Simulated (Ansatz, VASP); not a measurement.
# Ga2Pt in two plane-wave programs, part 2 of 2

One calculation is typed for both programs; each brings its own data sets. How far apart do they land? The cell is taken from a series of runs on this material, whose earlier steps may have relaxed, scaled, displaced or heated it; both programs get it as it stands.

VASP 6.6.1 and Ansatz 0.2.0.

So far: The starting structure; VASP: relaxation of cell and atoms, PBEsol; Ansatz: relaxation of cell and atoms, PBEsol; Comparison.

## (5) Ansatz: zone-centre phonons, PBEsol

Level of this step: Ansatz beside VASP: Kohn-Sham DFT, plane waves, PBEsol (Ansatz).

Second derivatives magnify differences that forces hide, and they need a tight electronic threshold.

The cell is taken from a series of runs on this material, whose earlier steps may have relaxed, scaled, displaced or heated it; both programs get it as it stands.

Contents of input.yaml:

```yaml
crystal:
  lattice:
    - [0.0, 2.9593754134, 2.9593754134]
    - [2.9593754134, 0.0, 2.9593754134]
    - [2.9593754134, 2.9593754134, 0.0]
  atoms:
    - { symbol: Ga, position: [0.25, 0.25, 0.25] }
    - { symbol: Ga, position: [0.75, 0.75, 0.75] }
    - { symbol: Pt, position: [0.0, 0.0, 0.0] }
kpoints:
  mp_grid: { grid: [12, 12, 12] }
hamiltonian:
  xc: pbesol
  pseudopotentials: { kind: paw, azcp: { folder: soft_1 }, xc_functional: pbe }
scf:
  occupations: { method: methfessel_paxton, width: 0.2 }
output:
  eigenvalues: true
phonons:
  method: dfpt
```

Launch:

```bash
> ansatz run input.yaml --threads 4 --pin off --max-ram 10240MiB --backend cpu --events-out ev --progress --plain --runs-dir out
```

Numbers of over 12 decimals in the logs are rounded to 6 here.

The log of the run:

```text
zone centre: on kpoints.mp_grid the ground state, and the responses unless they are solved on pairs of k-points, stand on 163 of the mesh's 1728 k-points, reduced under 8 symmetry operations, with k and −k counted as one. Each operation leaves every solved displacement unchanged or reverses it
[...]
Crystal: 3 atoms, lattice volume = 51.836 Å³
[...]
k mesh reduced under 8 symmetry operations, with k and −k counted as one. Each operation leaves every solved displacement unchanged or reverses it
  ASR residual: 8.587e-5 → 0.000e0 eV/Å²; symmetrization residual: 3.375e-6 eV/Å²
  ASR residual per site (eV/Å²): 4.05e-5 4.05e-5 8.59e-5
  Γ frequencies (cm⁻¹): 0.00 0.00 0.00 166.80 166.80 166.80 172.53 172.53 172.53
  non-analytic LO–TO correction: not included (Born effective charges unavailable; polar crystals: no LO–TO splitting at Γ)
[key lines of the parts left out:]
SCF converged after 12 iterations
Free energy (F): -19873.535671 eV
Fermi energy:    13.605135 eV
```

## (6) VASP: zone-centre phonons, PBEsol

The same cell, functional, mesh and smearing now go to VASP, with its own data sets.

Contents of INCAR:

```
SYSTEM = Ga2Pt
PREC = Accurate
ENCUT = 500
EDIFF = 1E-08
NELM = 120
ISMEAR = 1
SIGMA = 0.2
LREAL = .FALSE.
ALGO = Normal
GGA = PS
NBANDS = 24
LASPH = .TRUE.
LORBIT = 11
LWAVE = .FALSE.
LCHARG = .FALSE.
ISIF = 2
IBRION = 8
GGA_COMPAT = .FALSE.
KPAR = 2
```

Contents of POSCAR:

```
Ga2Pt
1.0
    0.0000000000      2.9593754134      2.9593754134
    2.9593754134      0.0000000000      2.9593754134
    2.9593754134      2.9593754134      0.0000000000
Ga Pt
2 1
Direct
    0.2500000000      0.2500000000      0.2500000000
    0.7500000000      0.7500000000      0.7500000000
    0.0000000000      0.0000000000      0.0000000000
```

Contents of KPOINTS:

```
Automatic mesh
0
Gamma
12 12 12
0 0 0
```

Potentials, in the order of the species: Ga_d and Pt (PBE family, release 64).

Launch:

```bash
> mpirun -np 2 vasp_std
```

The log of the run:

```text
[banner, memory and clock lines left out]
running    2 mpi-ranks, on    1 nodes
[...]
[... a notice as in an earlier step ...]

 LDA part: xc-table for (Slater+PW92), standard interpolation
 POSCAR, INCAR and KPOINTS ok, starting setup
[...]
entering main loop
       N       E                     dE             d eps       ncg     rms          rms(c)
DAV:   1     0.247897920327E+03    0.24790E+03   -0.17461E+04  3712   0.258E+03
DAV:   2     0.673920841573E+01   -0.24116E+03   -0.23127E+03  3760   0.503E+02
DAV:   3    -0.154636458290E+02   -0.22203E+02   -0.21981E+02  3992   0.120E+02
DAV:   4    -0.159182193471E+02   -0.45457E+00   -0.45424E+00  4104   0.191E+01
[...]
DAV:  13    -0.154000775730E+02   -0.59317E-08   -0.74904E-07  4264   0.683E-03    0.379E-04
DAV:  14    -0.154000775526E+02    0.20420E-07   -0.34148E-08  3568   0.141E-03    0.257E-04
DAV:  15    -0.154000775620E+02   -0.93896E-08   -0.30274E-09  2392   0.505E-04
   1 F= -.15400078E+02 E0= -.15400611E+02  d E =0.160003E-02
[...]
RMM:   9    -0.164508945676E+00    0.44874E-06   -0.33686E-07 28794   0.150E-03    0.624E-05
RMM:  10    -0.164508713573E+00    0.23210E-06    0.13916E-08 28739   0.728E-04    0.116E-05
RMM:  11    -0.164508705317E+00    0.82565E-08   -0.58734E-08 29172   0.371E-04    0.864E-06
 first order change of Fermi-energy  -0.63896E-06
 force on displaced ion       1 direction 1 :  -5.954  -0.000  -0.000
 Linear response progress:
  Degree of freedom:   2/  2
       N       E                     dE             d eps       ncg     rms          rms(c)
RMM:   1    -0.257235132940E+00   -0.25724E+00   -0.25397E-01 17297   0.242E+00
RMM:   2    -0.256152138992E+00    0.10830E-02   -0.86466E-03 13943   0.522E-01    0.135E-01
RMM:   3    -0.256236821349E+00   -0.84682E-04   -0.33553E-04 15091   0.128E-01    0.786E-02
RMM:   4    -0.256810301808E+00   -0.57348E-03   -0.57010E-04 15484   0.111E-01    0.156E-02
[...]
RMM:  15    -0.256621497675E+00    0.59543E-07   -0.55064E-09 14662   0.305E-05    0.207E-07
RMM:  16    -0.256621484214E+00    0.13461E-07   -0.52479E-08 14079   0.272E-05    0.132E-06
RMM:  17    -0.256621491214E+00   -0.70000E-08    0.62855E-09  9848   0.257E-05    0.887E-07
 first order change of Fermi-energy   0.45110E-03
 force on displaced ion       3 direction 1 :  -8.349   0.000   0.000
 Linear response finished
```

Parts of OUTCAR (step 6):

```text
  Total        0.0229628      0.0229628      0.0229628     -0.0000000      0.0000000     -0.0000000
  in kB        0.7097500      0.7097500      0.7097500     -0.0000000      0.0000000     -0.0000000
  external PRESSURE =       0.7097500 kB  Pullay stress =       0.0000000 kB

 POSITION                                       TOTAL-FORCE (eV/Angst)
 -----------------------------------------------------------------------------------
      1.47969      1.47969      1.47969        -0.000000     -0.000000     -0.000000
      4.43906      4.43906      4.43906         0.000000     -0.000000      0.000000
      0.00000      0.00000      0.00000         0.000000      0.000000      0.000000
 -----------------------------------------------------------------------------------
    total drift:                               -0.000000     -0.000000      0.000000

[... 1 part as in an earlier step ...]

[... 1 further part left out ...]
```

## (7) Comparison

What differs besides the data sets and the points named for the pairs above, as far as they apply: the data sets hold 44 valence electrons in Ansatz (on its PAW soft_1 files) and 36 in VASP. Total energies have different zeros and are not compared.

Both answers:

```tsv
quantity	Ansatz	VASP	difference
optical mode 1 to 3 (cm⁻¹)	166.8	167.1	-0.18 %
optical mode 4 to 6 (cm⁻¹)	172.5	173.7	-0.66 %
```

Modes are paired by rising frequency, not by their patterns, so a pair may set unlike modes beside each other; they are those without the splitting of longitudinal modes.

## (8) What came out

```yaml
difference_in_volume_relaxation_of_cell_and_atoms_pbesol: -0.050 %
r_m_s_difference_of_the_optical_zone_centre_modes_each_program_s_sorted_by_frequency_zone_centre_phonons_pbesol: 0.83 cm⁻¹
difference_in_optical_mode_4_to_6_zone_centre_phonons_pbesol: -0.7 %
```

In words: The difference in volume is -0.050 % (relaxation of cell and atoms, PBEsol), within the 1.2 % picked in this series as the mark of a large difference, as far as the stopping tolerances let one tell. The data sets hold unlike numbers of valence electrons (44 in Ansatz and 36 in VASP), so part of the differences comes from the potentials. Among the rows given in per cent, the largest difference of the zone-centre phonons, PBEsol pair is in optical mode 4 to 6, -0.7 %. Such differences can come from data sets, numerical settings and the points named under the comparisons, not from the functional's error against experiment.

[Lines on the potential files, build, host, timing and source positions are cut from VASP's logs without a mark.]

[Logs are printed without paths, hosts, clocks, repeated set-up lines and the standing remarks that a program may print on its own settings, such as how far it seeks lower states.]

[Hosts, paths, dates, database ids (printed as entryN), source tags and the programs' standing remarks are cut or masked in the printed files.]
